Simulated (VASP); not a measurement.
Set up this calculation in VASP 6.6.1, as an ASE script.

```yaml
Task: single point
Functional: PBEsol
Potentials_or_basis: VASP PAW PBE potentials, release 64 (Sn_d_GW, Tc_sv_GW)
Cutoff: 550 eV
k_mesh: 6 × 6 × 6
Occupations: gaussian, width 0.05 eV
Spin: no spin polarisation
Further_INCAR_settings: ALGO = Normal; EDIFF = 1.00e-07
```

The structure of Tc3Sn lies in Tc3Sn.cif:

```cif
data_Tc3Sn
_cell_length_a 5.65335772
_cell_length_b 5.65335772
_cell_length_c 4.60313600
_cell_angle_alpha 90.00000000
_cell_angle_beta 90.00000000
_cell_angle_gamma 120.00000000
_space_group_name_H-M_alt 'P6_3/mmc'
_space_group_name_Hall '-P 6c 2c'
_space_group_IT_number 194
loop_
_space_group_symop_operation_xyz
'x,y,z'
'-x,-y,-z'
'x-y,x,z+1/2'
'-x+y,-x,-z+1/2'
'-y,x-y,z'
'y,-x+y,-z'
'-x,-y,z+1/2'
'x,y,-z+1/2'
'-x+y,-x,z'
'x-y,x,-z'
'y,-x+y,z+1/2'
'-y,x-y,-z+1/2'
'-y,-x,-z+1/2'
'y,x,z+1/2'
'-x,-x+y,-z'
'x,x-y,z'
'-x+y,y,-z+1/2'
'x-y,-y,z+1/2'
'y,x,-z'
'-y,-x,z'
'x,x-y,-z+1/2'
'-x,-x+y,z+1/2'
'x-y,-y,-z'
'-x+y,y,z'
loop_
_atom_site_label
_atom_site_type_symbol
_atom_site_symmetry_multiplicity
_atom_site_Wyckoff_symbol
_atom_site_fract_x
_atom_site_fract_y
_atom_site_fract_z
_atom_site_occupancy
Sn1 Sn 2 d 0.3333333333 0.6666666667 0.7500000000 1
Tc1 Tc 6 h 0.1649190050 0.3298380099 0.2500000000 1
```

The cell comes from a database or a generator and needn't be the stable form of this composition.

One way to write it, as run:

run.py

```python
from ase.calculators.vasp import Vasp
from ase.dft.bandgap import bandgap
from ase.io import read

atoms = read('Tc3Sn.cif', primitive_cell=True, subtrans_included=False)
calc = Vasp(
    directory='calc',
    xc='pbesol',
    pp='PBE',
    setups='gw',
    prec='Accurate',
    encut=550,
    ediff=1e-07,
    ismear=0,
    sigma=0.05,
    lreal=False,
    lasph=True,
    nelm=60,
    algo='Normal',
    isif=2,
    lwave=False,
    lcharg=False,
    kpts=[6, 6, 6],
    gamma=True,
)
atoms.calc = calc

print('energy (eV):', atoms.get_potential_energy())
print('free energy (eV):', atoms.get_potential_energy(force_consistent=True))
print('forces (eV/A):')
print(atoms.get_forces())
print('stress (eV/A^3, Voigt):', atoms.get_stress())
print('Fermi level (eV):', calc.get_fermi_level())
gap, top, bottom = bandgap(calc)
print('band gap (eV):', gap, 'from (spin, k, band)', top, 'to', bottom)
```

Potentials or basis: VASP PAW PBE potentials, release 64 (Sn_d_GW, Tc_sv_GW).

Launch:

```sh
$ python run.py
```

It gave:

```json
{
  "Pressure": "-10.3 GPa",
  "Largest force": "0.085 eV/Å",
  "Band gap on the k mesh": "none (metal or under the smearing width)"
}
```

Caveat: the PAW data sets were made with another functional, which shifts forces and pressure a little.

Wall time 13 min on 1 thread of Intel(R) Xeon(R) Platinum 8259CL CPU @ 2.50GHz (Skylake/Cascade Lake) (shared host), peak memory 0.43 GiB.
